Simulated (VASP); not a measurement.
Here is the system:

```xyz
4
Lattice="3.8087 0.0000 0.0000 0.0000 3.8087 0.0000 0.0000 0.0000 5.4195" Properties=species:S:1:pos:R:3 pbc="T T T"
Zn     0.0000     3.8087     0.0000
Ge     1.9043     1.9043     2.7098
P      0.0000     1.9043     1.3285
P      1.9043     3.8087     4.0910
```

Calculation: PBEsol GGA, VASP's PBE PAW potentials (set 64) (plane waves; VASP 6.6.1). Numerical set-up: 400 eV cut-off, 13×13×9 Γ-centred mesh, Gaussian smearing of 0.010 eV, potentials Zn Ge_d P.

### Question
Predict the energy per atom (σ→0).

### Answer

- energy per atom (σ→0) = -4.693 eV/atom

The structure comes from a computed database's ZnGeP2 entry (P-4m2); how it stands against other phases isn't given here. It was relaxed first.
